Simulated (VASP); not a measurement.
A convergence study with VASP on Ge (diamond): one setting is varied, all else stays as given below, so the limit is that of these other settings.

```xyz
2
Lattice="0.0000 2.8290 2.8290 2.8290 0.0000 2.8290 2.8290 2.8290 0.0000" Properties=species:S:1:pos:R:3 pbc="T T T"
Ge     0.0000     0.0000     0.0000
Ge     1.4145     1.4145     1.4145
```

The numbers are results of PBE GGA, VASP's PBE PAW potentials (set 64) (plane waves; VASP 6.6.1), not measurements. The tightest run used: 550 eV cut-off, 17×17×17 Γ-centred mesh, Gaussian smearing of 0.050 eV, potentials Ge_d.

Q: The settings run are 1×1×1 mesh; 2×2×2 mesh; 3×3×3 mesh; 4×4×4 mesh; 5×5×5 mesh; 6×6×6 mesh; 7×7×7 mesh; 8×8×8 mesh; 9×9×9 mesh; 10×10×10 mesh; 11×11×11 mesh; 12×12×12 mesh; 13×13×13 mesh; 14×14×14 mesh; 15×15×15 mesh; 16×16×16 mesh; 17×17×17 mesh. From which on does the energy per atom stay within 0.005 eV/atom of the tightest run?

A: From 9×9×9 mesh on: it is off by 0.0030 there and by no more than 0.005 in any finer run, while 8×8×8 mesh is off by 0.0056.
| setting | E (eV/atom) | pressure (GPa) | irreducible k-points | difference judged (eV/atom) |
|---|---|---|---|---|
| 1×1×1 mesh | 5.4233 | 54.74 | 1 | 9.9285 |
| 2×2×2 mesh | -3.0329 | 11.19 | 3 | 1.4723 |
| 3×3×3 mesh | -4.1188 | 5.38 | 4 | 0.3864 |
| 4×4×4 mesh | -4.3745 | 4.07 | 8 | 0.1306 |
| 5×5×5 mesh | -4.4537 | 3.72 | 10 | 0.0514 |
| 6×6×6 mesh | -4.4825 | 3.62 | 16 | 0.0226 |
| 7×7×7 mesh | -4.4943 | 3.59 | 20 | 0.0109 |
| 8×8×8 mesh | -4.4995 | 3.60 | 29 | 0.0056 |
| 9×9×9 mesh | -4.5021 | 3.62 | 35 | 0.0030 |
| 10×10×10 mesh | -4.5034 | 3.63 | 47 | 0.0017 |
| 11×11×11 mesh | -4.5042 | 3.63 | 56 | 0.0010 |
| 12×12×12 mesh | -4.5046 | 3.63 | 72 | 0.0006 |
| 13×13×13 mesh | -4.5048 | 3.64 | 84 | 0.0003 |
| 14×14×14 mesh | -4.5049 | 3.64 | 104 | 0.0002 |
| 15×15×15 mesh | -4.5050 | 3.64 | 120 | 0.0001 |
| 16×16×16 mesh | -4.5051 | 3.64 | 145 | 0.0000 |
| 17×17×17 mesh | -4.5051 | 3.64 | 165 | 0.0000 |

Left out are rungs that failed or repeat a setting and relaxations that didn't move; long series are thinned to 24 rows.

The compound is Ge in the diamond structure. The cell was not relaxed at this level.
